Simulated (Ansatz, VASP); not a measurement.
# MnTeS in two plane-wave programs, part 2 of 2

One calculation is typed for both programs; each brings its own data sets and cutoff. How far apart do they land? The cell is invented: As first built, before any earlier steps moved the atoms (in the runner's words): it takes the TiTeS structure with some of its atoms replaced by other elements, volume scaled by an estimate. It may not be a known or stable phase. The cell is taken from a series of VASP runs on this material, whose earlier steps may have relaxed, scaled or displaced it; both programs get it as it stands.

VASP 6.6.1 and Ansatz 0.2.0.

So far: Set-up; VASP: zone-centre phonons, PBEsol, DFT+U.

### Step 3. Ansatz: zone-centre phonons, PBEsol, DFT+U

Level of this step: Ansatz beside VASP: Kohn-Sham DFT, plane waves, PBEsol, DFT+U (Ansatz).

Ansatz runs on its default PAW (the set named soft_2) files.

The same cell, functional, mesh and smearing now go to Ansatz, which takes its cutoff from its data sets.

Input file input.yaml:

```yaml
crystal:
  lattice:
    - [3.7305807492, 1.67e-08, 0.0]
    - [-1.8652898446, 3.2307772556, 0.0]
    - [0.0, 0.0, 5.4074965999]
  atoms:
    - { symbol: Te, position: [0.0, 0.0, 0.7020784953], spin: -0.415 }
    - { symbol: Mn, position: [0.33333333, 0.66666667, 0.0408115017], spin: 4.291 }
    - { symbol: S, position: [0.66666667, 0.33333333, 0.257109003], spin: -0.202 }
hamiltonian:
  xc: pbesol
  pseudopotentials: { kind: paw }
  hubbard: { sites: [{ species: Mn, l: d, u_eff: 5.3 }] }
magnetization:
  spin_polarized: true
kpoints:
  mp_grid: { grid: [12, 12, 7] }
scf:
  occupations: { method: methfessel_paxton, width: 0.2 }
phonons:
  method: dfpt
  qpoints: [[0, 0, 0]]
```

Run with:

```
ansatz run input.yaml --threads 4 --pin off --max-ram 9216MiB --backend cpu --events-out ev --progress --plain --runs-dir out
```

Numbers of over 12 decimals in the logs are rounded to 6 here.

Output:

```text
Warning: the atoms were moved onto the symmetric positions of the space group found under crystal.symmetry.tolerance 1.0e-5 (fractional; no operation is sought that the atoms, as they stand in a round, miss by more than twice it, and no atom is moved by as much as it), and the run uses the moved positions. Before a round's move an operation carried an atom to 3.73e-8 Å from where it should land, the largest such dist [...]
Te: projections on atomic orbitals take those of the free atom [Kr] 4d10 5s2 5p4, of charge +0.00 (hamiltonian.pseudopotentials.projection_atoms); the dataset's partial waves leave at most 7.8e-6 of an orbital's norm unspanned inside its sphere
Mn: projections on atomic orbitals take those of the free atom [Ne] 3s2 3p6 3d5 4s2, of charge +0.00 (hamiltonian.pseudopotentials.projection_atoms); the dataset's partial waves leave at most 9.0e-7 of an orbital's norm unspanned inside its sphere
S: projections on atomic orbitals take those of the free atom [Ne] 3s2 3p4, of charge +0.00 (hamiltonian.pseudopotentials.projection_atoms); the dataset's partial waves leave at most 1.6e-7 of an orbital's norm unspanned inside its sphere
Engine: ansatz 0.2.0, aarch64-unknown-linux-gnu
Pseudopotentials: kind: paw
Pseudopotential: Te, paw, valence charge 16, recommended cutoff 420 eV (normal), Te.paw.azcp
Pseudopotential: Mn, paw, valence charge 15, recommended cutoff 420 eV (normal), Mn.paw.azcp
Pseudopotential: S, paw, valence charge 6, recommended cutoff 420 eV (normal), S.paw.azcp
Functional definition: PBEsol
  exchange = pbesol_x
  correlation = pbesol_c
Crystal: 3 atoms, lattice volume = 65.175 Å³
Basis set: ecut = 420 eV, 1255 PW (Γ), exchange–correlation on 50×50×80 points (8 copies of the dense FFT grid, shifted against one another)
Bands: 26, of which v1, the nominal top of the filled ones, is band 19 counted from 1 (18 counted from 0)
Symmetry: 6 space group operations
Space group: P3m1 (ITA 156), of the structure as read, at distance tolerance 4.0e-5 Å
Magnetic group: BNS 156.49 (UNI 1279), of the structure as read, at distance tolerance 4.0e-5 Å
k-points: 112 of 1008 (time reversal used)
Non-local potential: Te, projectors of the file, l = 0: 2, l = 1: 2, l = 2: 2, l = 3: 2
Non-local potential: Mn, projectors of the file, l = 0: 3, l = 1: 2, l = 2: 3, l = 3: 1
Non-local potential: S, projectors of the file, l = 0: 2, l = 1: 2, l = 2: 2
PAW form: soft (Blöchl's): semilocal exchange-correlation on the pseudo side does not see the compensation charge
PAW frozen core: Te, regenerated for the run's functional, and the local potential with it (the file was generated under x = pbe(κ = 0.804, μ = 0.219515), c = pbe(β = 0.066725))
PAW frozen core: Mn, regenerated for the run's functional, and the local potential with it (the file was generated under x = pbe(κ = 0.804, μ = 0.219515), c = pbe(β = 0.066725))
PAW frozen core: S, regenerated for the run's functional, and the local potential with it (the file was generated under x = pbe(κ = 0.804, μ = 0.219515), c = pbe(β = 0.066725))
PAW one-centre angular grid: Te, 590 points (default); XC on 64 Gauss nodes
PAW one-centre angular grid: Mn, 590 points (default); XC on 64 Gauss nodes
PAW one-centre angular grid: S, 110 points (default); XC on 64 Gauss nodes
Initial density: superposition of atomic densities (chi_scale 0.1, normalization cell, long waves kept (reshape's long-wave potential 0.06 eV rms))
Starting moments: Σ|m| = 4.908 μB on 3 of 3 sites
Initial wavefunctions: pseudopotential atomic-orbital guess
Functional: x = pbesol(κ = 0.804, μ = 0.123457), c = pbesol(β = 0.046)
SCF 1 converged in 19 iterations: F = -11653.889860 eV  dr2 = 4.59e-10
  greatest PAW one-centre occupation: 1.002 electrons in one spin orbital (limit 2), on the Mn atom at site 1 (counted from 0), in its partial waves of l = 1
k-points: 277 of 1008 (irreducible under 2 space group operations, time reversal used)
Initial density: read from a saved state, or passed on in memory by an earlier SCF of this step, an earlier step, the calling program or the single point that the run made first
Stability of the state it starts from, as read at its close in the collinear treatment: not read, because cold or Methfessel-Paxton smearing, or corrected tetrahedra, fill the levels in a way that the test cannot read (fill_not_monotonic); its run was given moments
Starting moments: Σ|m| = 4.908 μB on 3 of 3 sites; this step starts from the density that it was given
iter 1 solved again at ethr=8.42e-8 eV; its pass at ethr=3.10e-3 eV (dr2=3.12e-5 eV) is discarded
SCF iter   1: F=—  HF=-11653.889860 eV  |F-HF|=—  |Δ(HF+E_count)|=         —  Δρ=4.45e-7 (↑4.45e-7 ↓2.95e-7)  dr2=4.25e-10  dr2_m=2.56e-11  M=3.559 μB ∫|m|=5.315 μB  β_m=0.30  ethr=8.42e-8  ⟨swp⟩=4.1  Hψ=103318  notcnv=0
eigensolver tolerance schedule: the retry pair's looser diagonalisation over-reported the residual by 73378.04 of it (diagonalisation noise at an unbounded share of the residual, at the tolerance the schedule requests for it); recorded, not acted on — ethr = c·dr2/N_el stays at c = 1.0e-1
preconditioner: auto → Kerker (q_TF=auto, 2.483 Å⁻¹)  [metal: Δε(μ)=0.004 eV  Ē_g=10.197 eV  σ=0.200 eV  W_gap=0.02  n_scr=22 (ndim 8)  ℏωp=20.0 eV  f_vac=0.001  D(μ)=1.54/eV (n_scr^D=8)]
spin=Collinear: Kerker preconditioning applied to the charge; magnetization (m = ρ↑ − ρ↓) channel mixes plain (no charge-response kernel on spin).
SCF iter   2: F=—  HF=-11653.889860 eV  |F-HF|=—  |Δ(HF+E_count)|=   2.89e-8  S|Δr|=    0.00e0  Δρ=2.33e-7 (↑2.11e-7 ↓2.33e-7)  dr2=2.54e-10  dr2_m=4.75e-12  M=3.559 μB ∫|m|=5.315 μB  β_m=0.36  ethr=1.15e-12  ⟨swp⟩=3.8  Hψ=34910  notcnv=0
SCF iter   3: F=—  HF=-11653.889860 eV  |F-HF|=—  |Δ(HF+E_count)|=  4.91e-11  S|Δr|=    0.00e0  Δρ=1.61e-7 (↑1.43e-7 ↓1.61e-7)  dr2=1.21e-10  dr2_m=2.28e-12  M=3.559 μB ∫|m|=5.315 μB  β_m=0.67  ethr=1.00e-12  ⟨swp⟩=1.0  Hψ=14404  notcnv=0
SCF iter   4: F=-11653.889860 eV  HF=-11653.889860 eV  |F-HF|=0.00e0  |Δ(HF+E_count)|=  3.09e-11  S|Δr|=    0.00e0  Δρ=3.51e-8 (↑2.96e-8 ↓3.51e-8)  dr2=3.53e-12  dr2_m=1.15e-13  M=3.559 μB ∫|m|=5.315 μB  ethr=1.00e-12  ⟨swp⟩=6.0  Hψ=71059  notcnv=0
SCF 2 converged in 4 iterations: F = -11653.889860 eV  dr2 = 3.53e-12
this state was not tested for a lower state beside it, because cold or Methfessel-Paxton smearing, or corrected tetrahedra, fill the levels in a way that the test cannot read (fill_not_monotonic; see scf.lower_state_search)
DFPT response loops at Γ: preconditioner auto → Kerker (q_TF=auto, 2.483 Å⁻¹) (partly filled bands, converged f_vac=0.001); β = 1.00, the filter's whole step (`scf.mixing.beta` (0.30) is not read by the response loops under this deck's `scf.mixing.preconditioner`; to damp them name `kerker` or `kerker_dos`, under which they read `scf.mixing.beta`, and type it under 1.00, their step now; both keys bind the ground state too); Broyden in place of MSR1
SCF converged after 4 iterations
Magnetization: 3.5594 μB (20.2797 up, 16.7203 down)
Absolute magnetization: 5.3170 μB (∫|ρ↑−ρ↓|, with the PAW one-centre terms)
Spin contamination: 0.8745 ħ² per cell (⟨S²⟩ above its minimum at these occupations)
Per-site moments (μB) at R_I (Å): [(-0.395711, 1.166303), (4.117687, 1.011013), (-0.224089, 1.011013)]
Free energy (F): -11653.889860 eV
Harris-Foulkes:  -11653.889860 eV  (|F-HF|=0.00e0)
Internal energy: -11653.890348 eV  (E = F + TS)
E sigma→0 (E₀):  -11653.889982 eV
Entropy (-TS):   0.000489 eV (0.163 meV/atom)
Fermi energy:    9.619834 eV
--- Per-component energies (eV) ---
  E_band       = -556.823134
  E_kinetic    = 585.428657
  E_local      = -3765.740228  (includes V_loc(G=0)·N_el)
  E_nonlocal   = -27.972215
  E_hartree    = 1842.282132
  E_xc         = -329.870193
  E_vxc        = -333.280119  (∫ρ·V_xc dr)
  E_hubbard    = 1.347831  (on-site DFT+U / exact-exchange correction)
  E_vhub       = -11.423267  (the Hubbard potential's part of the band-sum identity)
  E_paw        = -6443.380176  (= ΣΔE_a)
  E_vpaw       = -688.400059  (= ΣTr[D̂ρ^β])
  E_aug_tail   = -0.000211  (compensation charges beyond the density's cutoff)
  E_ewald      = -3516.592361
  E_core_change = 0.606415  (= ΣΔE_core)
  E_smearing   = 0.000489  (= −TS)
  E_closure    = -0.000000  (closes the sum)
  Σ components = -11653.889860   (vs F -11653.889860, Δ=0.00e0)
--- Band table (eV; the first three rows and the last of 554) ---
  k-point 0 ↑: bands = [... 15 lower, 4.1485, 5.4656, 9.5303, 9.5303, 11.0227, 11.0227, 11.2007, 13.5204, ... 3 higher]
  k-point 1 ↑: bands = [... 15 lower, 4.1464, 5.6463, 9.4814, 9.4814, 10.6951, 11.1091, 11.1091, 13.7640, ... 3 higher]
  k-point 2 ↑: bands = [... 15 lower, 4.1417, 6.2113, 9.3844, 9.3844, 9.6294, 11.2956, 11.2956, 14.2211, ... 3 higher]
  k-point 276 ↓: bands = [... 15 lower, 8.7625, 9.1476, 12.8033, 12.9410, 13.5044, 13.6299, 13.9678, 15.7457, ... 3 higher]
Occupation matrices written to <dir>
--- Phonons (Γ-DFPT): 6 representative perturbations + reference, on 277 of 1008 k-points (Σ response iterations 52) ---
  k mesh reduced under 2 symmetry operations, with k and −k counted as one. Each operation leaves every solved perturbation unchanged. A smaller set is not considered because the run has a Hubbard term
  ASR residual: 3.285e-5 → 0.000e0 eV/Å²; symmetrization residual: 2.206e-5 eV/Å²
  ASR residual per site (eV/Å²): 1.66e-5 3.25e-5 3.28e-5
  Γ frequencies (cm⁻¹): 0.00 0.00 0.00 83.04 83.04 142.99 250.68 253.67 253.67
  non-analytic LO–TO correction: not included (Born effective charges unavailable; polar crystals: no LO–TO splitting at Γ)
--- Phonons (arbitrary-q DFPT): 1 explicit q-point ---
  q = [0, 0, 0] (of the zone-centre solve; hermiticity 6.31e-6, symmetrization 1.39e-6): -0.00 -0.00 0.00 83.04 83.04 142.99 250.68 253.67 253.67
  sum rule: each row above includes the acoustic sum rule's correction from the zone centre's row sums; it moved no ω² by more than (0.53 cm⁻¹)²
```

Elapsed: 11 min, on 4 threads of Arm Neoverse N1, shared host; peak memory 2.3 GiB.

### Step 4. Side by side

Known differences besides the potentials themselves: U acts on the PAW sphere in VASP and on atomic orbitals in Ansatz, so only states and trends compare; the data sets hold 37 valence electrons in Ansatz (default PAW (the set named soft_2) files) and 25 in VASP; the cutoff is 420 eV in Ansatz and 400 eV in VASP; Ansatz makes its cores anew for this functional, VASP keeps those of its PBE data sets; VASP uses finite displacements, Ansatz perturbation theory. Total energies have different zeros and are not compared.

The two programs side by side:

| quantity | Ansatz | VASP | difference |
| --- | --- | --- | --- |
| optical mode 1 to 2 (cm⁻¹) | 83.0 | 83.7 | -0.74 % |
| optical mode 3 (cm⁻¹) | 143.0 | 143.8 | -0.56 % |
| optical mode 4 (cm⁻¹) | 250.7 | 251.2 | -0.19 % |
| optical mode 5 to 6 (cm⁻¹) | 253.7 | 252.5 | +0.48 % |

Modes are paired by rising frequency and degeneracy, not by their patterns, so a pair may still set unlike modes beside each other.

### Step 5. What came out

```json
{
  "r.m.s. difference of the optical zone-centre modes, each program's sorted by frequency (zone-centre phonons, PBEsol, DFT+U)": "0.87 cm⁻¹",
  "difference in optical mode 1 to 2 (zone-centre phonons, PBEsol, DFT+U)": "-0.7 %"
}
```

In words: The r.m.s. difference of the optical zone-centre modes, each program's sorted by frequency is 0.87 cm⁻¹ (zone-centre phonons, PBEsol, DFT+U). Among the rows given in per cent, the largest difference of the zone-centre phonons, PBEsol, DFT+U pair is in optical mode 1 to 2, -0.7 %. How closely two codes agree says nothing of how well the functional describes the real material.

[Lines on the potential files, build, host, timing and source positions are cut from VASP's logs without a mark.]

[Logs are printed without paths, hosts, clocks, repeated set-up lines and the standing remarks that a program may print on its own settings, such as how far it seeks lower states.]

[Hosts, paths, dates, database ids (printed as entryN), source tags and the programs' standing remarks are cut or masked in the printed files.]
